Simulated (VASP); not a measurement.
SrTiO3:

```xyz
5
Lattice="3.9053 0.0000 0.0000 0.0000 3.9053 0.0000 0.0000 0.0000 3.9053" Properties=species:S:1:pos:R:3 pbc="T T T"
Sr    1.9526    1.9526    1.9526
Ti    0.0000    0.0000    0.0000
O     1.9526    0.0000    0.0000
O     0.0000    1.9526    0.0000
O     0.0000    0.0000    1.9526
```

```yaml
Program: VASP 6.6.1
Task: relaxation of cell and atoms
Functional: RPBE
Potentials_or_basis: VASP PAW PBE potentials, release 64 (Sr_sv, Ti_sv, O)
Cutoff: 600 eV
k_mesh: 8 × 8 × 8
Occupations: gaussian, width 0.03 eV
Spin: no spin polarisation
```

At the start: pressure 9.3 GPa; volume 11.91 Å³/atom.

Problem. Where does the relaxation end?

Solution. Over 3 steps the energy falls by 18.1 meV/atom and the volume is 12.57 Å³/atom (+5.5 %); space group Pm-3m (No. 221, to 0.05 Å).

The path:
| step | energy change (eV) | largest force (eV/Å) | pressure (GPa) | volume (Å³) |
| --- | --- | --- | --- | --- |
| 1 | 0.0000 | 0.0000 | 9.25 | 59.56 |
| 2 | -0.0323 | 0.0000 | -6.25 | 65.69 |
| 3 | -0.0904 | 0.0000 | -0.03 | 62.85 |

Final structure:
```
Sr Ti O
1.0
     3.97587    0.00000    0.00000
     0.00000    3.97587    0.00000
     0.00000    0.00000    3.97587
Sr Ti O
1 1 3
Direct
  0.50000 0.50000 0.50000
  0.00000 0.00000 0.00000
  0.50000 0.00000 0.00000
  0.00000 0.50000 0.00000
  0.00000 0.00000 0.50000
```

Caveat: the PAW data sets were made with another functional, which shifts forces and pressure a little.
